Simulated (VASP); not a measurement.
Given:

```
CELL_PARAMETERS angstrom
     -0.00025     4.52035     4.52043
      4.52035    -0.00025     4.52043
      2.26005     2.26005     0.00000
ATOMIC_POSITIONS crystal
  Hf 0.99789 0.99789 0.00422
  Hf 0.99720 0.50280 0.00000
  Hf 0.50280 0.99720 0.00000
  Hf 0.50211 0.50211 0.99578
  N  0.25000 0.25000 0.50000
  N  0.25000 0.75000 0.50000
  N  0.75000 0.25000 0.50000
  C  0.75000 0.75000 0.50000
```

Method: PBEsol GGA, VASP's PBE PAW potentials (set 64) (plane waves; VASP). Numerical set-up: 520 eV cut-off, Gaussian smearing of 0.050 eV, potentials Hf_pv N C.

Question: Give the energies of bands 21 to 34 at the high-symmetry points, in eV from the Fermi level.

Answer: 
```json
[
 {"band": "21", "Γ": "-5.69", "Y": "-5.68", "C0": "-5.42", "Z": "-5.53", "A0": "-5.58", "T": "-5.58", "S": "-5.25", "R": "-5.42"},
 {"band": "22", "Γ": "-5.35", "Y": "-5.09", "C0": "-5.05", "Z": "-5.35", "A0": "-5.47", "T": "-5.54", "S": "-4.87", "R": "-5.41"},
 {"band": "23", "Γ": "-4.69", "Y": "-5.04", "C0": "-4.84", "Z": "-5.29", "A0": "-4.99", "T": "-4.83", "S": "-4.87", "R": "-5.24"},
 {"band": "24", "Γ": "-3.56", "Y": "-4.20", "C0": "-4.54", "Z": "-5.25", "A0": "-4.95", "T": "-4.68", "S": "-4.71", "R": "-4.84"},
 {"band": "25", "Γ": "-3.24", "Y": "-3.64", "C0": "-4.12", "Z": "-5.06", "A0": "-4.22", "T": "-3.56", "S": "-4.67", "R": "-4.78"},
 {"band": "26", "Γ": "-3.22", "Y": "-3.64", "C0": "-3.88", "Z": "-4.44", "A0": "-3.71", "T": "-3.56", "S": "-4.49", "R": "-4.23"},
 {"band": "27", "Γ": "-1.98", "Y": "-2.53", "C0": "-3.65", "Z": "-4.05", "A0": "-3.31", "T": "-3.46", "S": "-3.83", "R": "-4.13"},
 {"band": "28", "Γ": "-1.74", "Y": "-2.31", "C0": "-2.77", "Z": "-4.00", "A0": "-2.91", "T": "-2.70", "S": "-3.17", "R": "-3.48"},
 {"band": "29", "Γ": "-1.58", "Y": "-2.28", "C0": "-1.38", "Z": "1.37", "A0": "-2.52", "T": "-2.58", "S": "-0.42", "R": "-0.50"},
 {"band": "30", "Γ": "-0.09", "Y": "-2.10", "C0": "-0.98", "Z": "1.39", "A0": "-1.72", "T": "-2.16", "S": "-0.10", "R": "-0.35"},
 {"band": "31", "Γ": "-0.09", "Y": "1.99", "C0": "1.42", "Z": "1.82", "A0": "2.88", "T": "3.67", "S": "0.97", "R": "-0.19"},
 {"band": "32", "Γ": "-0.09", "Y": "2.41", "C0": "1.44", "Z": "1.96", "A0": "3.06", "T": "3.87", "S": "1.08", "R": "0.28"},
 {"band": "33", "Γ": "2.21", "Y": "2.52", "C0": "1.73", "Z": "2.03", "A0": "3.42", "T": "4.07", "S": "1.54", "R": "4.32"},
 {"band": "34", "Γ": "2.21", "Y": "2.79", "C0": "3.42", "Z": "2.45", "A0": "3.56", "T": "4.15", "S": "1.55", "R": "4.37"}
]
```

It has no gap at this level: it comes out as a metal or semimetal.

The structure was generated: Hf4CN3 was put into an ordered model structure (Cmmm), which need not be its known phase. It was relaxed first. The electron count is odd and the run is not spin-polarised, which forces a metal.
